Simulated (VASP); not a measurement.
OSZICAR of a VASP run on SiO₂ (rutile):

OSZICAR:
```
       N       E                     dE             d eps       ncg     rms          rms(c)
DAV:   1     0.158674466112E+03    0.15867E+03   -0.18251E+04  1216   0.154E+03
DAV:   2    -0.464829719711E+02   -0.20516E+03   -0.19771E+03  1620   0.321E+02
DAV:   3    -0.531226888375E+02   -0.66397E+01   -0.66185E+01  1440   0.620E+01
DAV:   4    -0.531748724664E+02   -0.52184E-01   -0.52104E-01  1416   0.623E+00
DAV:   5    -0.531754629185E+02   -0.59045E-03   -0.59037E-03  1404   0.639E-01    0.168E+01
DAV:   6    -0.490217776413E+02    0.41537E+01   -0.16265E+01  1348   0.283E+01    0.794E+00
DAV:   7    -0.489937269913E+02    0.28051E-01   -0.45330E-01  1408   0.470E+00    0.297E+00
DAV:   8    -0.489853729932E+02    0.83540E-02   -0.15772E-02  1356   0.133E+00    0.100E+00
DAV:   9    -0.489857411621E+02   -0.36817E-03   -0.45117E-03  1424   0.741E-01    0.266E-01
DAV:  10    -0.489858492766E+02   -0.10811E-03   -0.45388E-04  1392   0.181E-01    0.403E-02
DAV:  11    -0.489858222821E+02    0.26994E-04   -0.11212E-04  1412   0.814E-02    0.820E-03
DAV:  12    -0.489858225573E+02   -0.27516E-06   -0.74423E-06  1360   0.200E-02    0.362E-03
DAV:  13    -0.489858224776E+02    0.79622E-07   -0.92791E-07  1412   0.753E-03
   1 F= -.48985822E+02 E0= -.48985822E+02  d E =-.489858E+02
       N       E                     dE             d eps       ncg     rms          rms(c)
DAV:   1    -0.489858357334E+02   -0.13176E-04   -0.12137E-02  1280   0.949E-01    0.359E-02
DAV:   2    -0.489858420088E+02   -0.62754E-05   -0.21762E-04  1404   0.116E-01    0.199E-02
DAV:   3    -0.489858349583E+02    0.70505E-05   -0.61011E-06  1388   0.244E-02    0.584E-03
DAV:   4    -0.489858344473E+02    0.51093E-06   -0.18570E-06  1408   0.116E-02    0.116E-03
DAV:   5    -0.489858344257E+02    0.21602E-07   -0.12297E-07   768   0.304E-03
   2 F= -.48985834E+02 E0= -.48985834E+02  d E =-.119481E-04
       N       E                     dE             d eps       ncg     rms          rms(c)
DAV:   1    -0.489858431964E+02   -0.87491E-05   -0.18747E-03  1276   0.373E-01    0.142E-02
DAV:   2    -0.489858442260E+02   -0.10296E-05   -0.33540E-05  1408   0.454E-02    0.789E-03
DAV:   3    -0.489858431634E+02    0.10626E-05   -0.93727E-07  1388   0.958E-03    0.231E-03
DAV:   4    -0.489858430906E+02    0.72799E-07   -0.27458E-07  1072   0.458E-03
   3 F= -.48985843E+02 E0= -.48985843E+02  d E =-.206130E-04
```

Which electronic solver shows in the log?

It is blocked Davidson (ALGO = Normal, or the opening steps of other solvers). The INCAR had ALGO = Normal.

Can the final energy be trusted as converged?

The calculation finished and met its thresholds. It stopped with EDIFF = 1E-7, NELM = 100, NSW = 30 and EDIFFG = -0.01 after 3 ionic steps (PBEsol GGA, plane waves, VASP's PBE PAW potentials (set 64)).

The compound is SiO2 in the rutile structure, stishovite, a high-pressure form. This run relaxes it. Symmetry was kept, so distortions that lower it aren't found.
